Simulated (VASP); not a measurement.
Output of a VASP run:

**OSZICAR**
```
       N       E                     dE             d eps       ncg     rms          rms(c)
DAV:   1     0.454002425505E+02    0.45400E+02   -0.56813E+03   870   0.701E+02
DAV:   2    -0.981347756071E+01   -0.55214E+02   -0.49445E+02  1087   0.152E+02
DAV:   3    -0.109744997183E+02   -0.11610E+01   -0.11549E+01  1080   0.205E+01
DAV:   4    -0.109793707722E+02   -0.48711E-02   -0.48708E-02  1094   0.157E+00
DAV:   5    -0.109794286049E+02   -0.57833E-04   -0.57833E-04  1087   0.181E-01    0.614E+00
DAV:   6    -0.107824830882E+02    0.19695E+00   -0.12198E+00   933   0.789E+00    0.336E+00
DAV:   7    -0.107405039170E+02    0.41979E-01   -0.12111E-01   926   0.259E+00    0.199E+00
DAV:   8    -0.107330540882E+02    0.74498E-02   -0.30368E-02  1017   0.119E+00    0.323E-01
DAV:   9    -0.107329351419E+02    0.11895E-03   -0.56469E-04  1038   0.152E-01    0.209E-01
DAV:  10    -0.107328670971E+02    0.68045E-04   -0.42421E-04   961   0.122E-01    0.145E-02
DAV:  11    -0.107328706153E+02   -0.35182E-05   -0.12247E-05  1129   0.234E-02    0.122E-02
DAV:  12    -0.107328701069E+02    0.50837E-06   -0.14829E-06   744   0.744E-03
   1 F= -.10732870E+02 E0= -.10731694E+02  d E =-.235169E-02
```

File OUTCAR:
```
------------------------ aborting loop because EDIFF is reached ----------------------------------------
  FORCE on cell =-STRESS in cart. coord.  units (eV):
  Direction    XX          YY          ZZ          XY          YZ          ZX
  --------------------------------------------------------------------------------------
  Total       -3.7031875     -3.7031875     -3.7031875      0.0000000     -0.0000000      0.0000000
  in kB     -143.0594963   -143.0594963   -143.0594963      0.0000000     -0.0000000      0.0000000
  external PRESSURE =    -143.0594963 kB  Pullay stress =       0.0000000 kB
  volume of cell :       41.47
      direct lattice vectors                 reciprocal lattice vectors
     0.000000000  2.747345000  2.747345000    -0.181993889  0.181993889  0.181993889
     2.747345000  0.000000000  2.747345000     0.181993889 -0.181993889  0.181993889
     2.747345000  2.747345000  0.000000000     0.181993889  0.181993889 -0.181993889
 POSITION                                       TOTAL-FORCE (eV/Angst)
 -----------------------------------------------------------------------------------
      0.00000      0.00000      0.00000        -0.000000     -0.000000     -0.000000
      2.74735      2.74735      2.74735         0.000000      0.000000      0.000000
 -----------------------------------------------------------------------------------
    total drift:                                0.000000      0.000000      0.000000
  FREE ENERGIE OF THE ION-ELECTRON SYSTEM (eV)
  ---------------------------------------------------
  free  energy   TOTEN  =       -10.7328701069 eV

  energy  without entropy=      -10.7305184161  energy(sigma->0) =      -10.73169426
```
(Selected blocks of OUTCAR.)

**POSCAR**
```
AsPt
1
    0.0000000000     2.7473450000     2.7473450000
    2.7473450000     0.0000000000     2.7473450000
    2.7473450000     2.7473450000     0.0000000000
As Pt
1 1
Direct
  0.0000000000   0.0000000000   0.0000000000
  0.5000000000   0.5000000000   0.5000000000
```

Write an INCAR and KPOINTS that could have produced this output.

This is not unique; one that fits is the input of the run itself, PBE GGA, plane waves, VASP's PBE PAW potentials (set 64).

**KPOINTS**
```
Automatic mesh
0
Gamma
8 8 8
0 0 0
```

INCAR:
```
# general
SYSTEM  = AsPt
PREC    = Accurate
ENCUT   = 400
LREAL   = .FALSE.
LASPH   = .TRUE.
NBANDS  = 15

# electronic loop
EDIFF   = 1E-6
NELM    = 100
ALGO    = Normal
LMAXMIX = 6

# smearing
ISMEAR  = 0
SIGMA   = 0.05

# functional
GGA     = PE

# ions
ISIF    = 2

# output
LWAVE   = .FALSE.
LCHARG  = .FALSE.
```

POTCAR, in this order: As Pt (PBE.64 set). Program: vasp_std.

The structure was generated: AsPt was put into the rocksalt type (Fm-3m), which need not be its known phase. The cell was not relaxed at this level. The run is one of a series of settings (NBANDS = 15 against the base run), some of them coarse on purpose. The electron count is odd and the run is not spin-polarised, which forces a metal.
